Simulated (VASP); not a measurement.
```cif
data_O3SrTi
_chemical_formula_sum 'Sr1 Ti1 O3'
_space_group_name_H-M_alt 'P 1'
_space_group_IT_number 1
_cell_length_a 3.93117
_cell_length_b 3.93117
_cell_length_c 3.93117
_cell_angle_alpha 90.000
_cell_angle_beta 90.000
_cell_angle_gamma 90.000
loop_
_space_group_symop_operation_xyz
  'x, y, z'
loop_
_atom_site_label
_atom_site_type_symbol
_atom_site_fract_x
_atom_site_fract_y
_atom_site_fract_z
_atom_site_occupancy
Sr1 Sr 0.00000 0.00000 0.00000 1
Ti1 Ti 0.50000 0.50000 0.50000 1
O1 O 0.50000 0.00000 0.50000 1
O2 O 0.00000 0.50000 0.50000 1
O3 O 0.50000 0.50000 0.00000 1
```

Computed with revTPSS meta-GGA, VASP's PBE PAW potentials (set 64) (plane waves; VASP). Settings: 520 eV cut-off, 6×6×6 Γ-centred mesh, Gaussian smearing of 0.050 eV, potentials Sr_sv Ti_sv O.

Give the energy at these volumes per atom, relative to the lowest: 11.40, 11.76, 12.12, 12.49, 12.85 Å³.

29.1, 7.3, 0.0, 4.8, 20.1 meV/atom. A third-order Birch-Murnaghan fit gives B0 = 177 GPa and B0′ = 4.3.

Measured: a 3.890 Å at 0 K (computed value off by +1.1 %), as given by D. I. Bilc et al., Physical Review B (2008), arXiv:0805.0753 [cubic phase extrapolated to 0 K].

The compound is SrTiO3 in the cubic perovskite structure, the ideal cubic form; the compound distorts at low or room temperature. It was relaxed first.
